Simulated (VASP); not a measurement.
Output of a VASP run:

**OSZICAR**
```
       N       E                     dE             d eps       ncg     rms          rms(c)
DAV:   1     0.253605043602E+03    0.25361E+03   -0.17597E+04   924   0.146E+03
DAV:   2     0.900450876772E+00   -0.25270E+03   -0.24773E+03  1014   0.362E+02
DAV:   3    -0.131053912394E+02   -0.14006E+02   -0.13960E+02  1116   0.859E+01
DAV:   4    -0.132597914287E+02   -0.15440E+00   -0.15431E+00  1092   0.897E+00
DAV:   5    -0.132624300689E+02   -0.26386E-02   -0.26385E-02  1122   0.114E+00    0.126E+01
DAV:   6    -0.122065753151E+02    0.10559E+01   -0.25223E+00  1236   0.172E+01    0.968E+00
DAV:   7    -0.121918358443E+02    0.14739E-01   -0.98080E-01  1050   0.581E+00    0.394E+00
DAV:   8    -0.121838039067E+02    0.80319E-02   -0.15652E-01  1092   0.428E+00    0.651E-01
DAV:   9    -0.121823304753E+02    0.14734E-02   -0.26130E-02  1128   0.223E+00    0.216E-01
DAV:  10    -0.121822885773E+02    0.41898E-04   -0.21639E-03  1122   0.576E-01    0.116E-01
DAV:  11    -0.121823469360E+02   -0.58359E-04   -0.21744E-04  1062   0.105E-01    0.110E-01
DAV:  12    -0.121824094799E+02   -0.62544E-04   -0.19116E-04  1044   0.846E-02    0.390E-02
DAV:  13    -0.121824335483E+02   -0.24068E-04   -0.54542E-05   984   0.490E-02    0.318E-02
DAV:  14    -0.121824312667E+02    0.22816E-05   -0.84256E-06  1140   0.180E-02    0.126E-02
DAV:  15    -0.121824306870E+02    0.57965E-06   -0.11958E-06   656   0.709E-03
   1 F= -.91606259E+01 E0= -.91606259E+01  d E =-.916063E+01
```

File OUTCAR:
```
------------------------ aborting loop because EDIFF is reached ----------------------------------------
  FORCE on cell =-STRESS in cart. coord.  units (eV):
  Direction    XX          YY          ZZ          XY          YZ          ZX
  --------------------------------------------------------------------------------------
  Total        3.0123192      3.0123189      3.0121610      0.0000000      0.0000000      0.0000000
  in kB       49.8430476     49.8430426     49.8404305      0.0000000      0.0000000      0.0000000
  external PRESSURE =      -0.1578264 kB  Pullay stress =      50.0000000 kB
  volume of cell :       96.83
      direct lattice vectors                 reciprocal lattice vectors
     2.048687086 -3.548429946  0.000000000     0.244058745 -0.140907389  0.000000000
     2.048687086  3.548429946  0.000000000     0.244058745  0.140907389  0.000000000
     0.000000000  0.000000000  6.659860379     0.000000000  0.000000000  0.150153298
  FREE ENERGIE OF THE ION-ELECTRON SYSTEM (eV)
  ---------------------------------------------------
  free  energy   TOTEN  =       -12.1824306870 eV

  energy  without entropy=      -12.1824306870  energy(sigma->0) =      -12.18243069
  enthalpy is  TOTEN    =        -9.1606258811 eV   P V=        3.0218048060

 reached required accuracy - stopping structural energy minimisation
```
(Selected blocks of OUTCAR.)

File POSCAR:
```
CdS
1
    2.0486870858    -3.5484299461     0.0000000000
    2.0486870858     3.5484299461     0.0000000000
    0.0000000000     0.0000000000     6.6598603787
Cd S
2 2
Direct
  0.6666670000   0.3333330000   0.5000294316
  0.3333330000   0.6666670000   0.0000294316
  0.6666670000   0.3333330000   0.8769705684
  0.3333330000   0.6666670000   0.3769705684
```

Problem. Write an INCAR and KPOINTS that could have produced this output.

Solution. One answer among several that fit: the input of the run itself, PBE GGA, plane waves, VASP's PBE PAW potentials (set 64).

**KPOINTS**
```
Automatic mesh
0
Gamma
6 6 4
0 0 0
```

### INCAR
```
ALGO = Normal
EDIFF = 1E-6
EDIFFG = -0.02
ENCUT = 500
GGA = PE
IBRION = 2
ISIF = 3
ISMEAR = 0
LASPH = .True.
LCHARG = .False.
LMAXMIX = 4
LREAL = .False.
LWAVE = .False.
NELM = 100
NSW = 40
PREC = Accurate
PSTRESS = 50
SIGMA = 0.05
SYSTEM = CdS
```

POTCAR, in this order: Cd S (PBE.64 set). Program: vasp_std.

The compound is CdS in the wurtzite structure. It was relaxed first under an external pressure of 5 GPa.
